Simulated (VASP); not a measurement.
SiO₂ (quartz): the LDA mean ε∞ (DFPT) against the volume, with shape and ions relaxed at each volume; LDA's own equilibrium is at 12.263 Å³/atom. VASP (PAW), 520 eV cut-off, 6×6×5 Γ-centred mesh, Gaussian smearing of 0.010 eV, potentials Si O.  Fit the value as a straight line in ln V.

| V (Å³/atom) | LDA mean ε∞ (DFPT) |
|---|---|
| 11.16 | 2.66 |
| 11.528 | 2.61 |
| 11.895 | 2.57 |
| 12.263 | 2.52 |
| 12.631 | 2.48 |

**Question.** Fit the rows as the text says and predict the value at 10.792.

**Answer.** The slope against ln V is -1.45. The line misses the rows by up to 0.00 and gives 2.71 at 10.792. The run gave 2.71, +0.00 from the line.

Left out are failed runs and those whose mesh is unfit for this quantity.

The compound is SiO2 in the quartz structure.
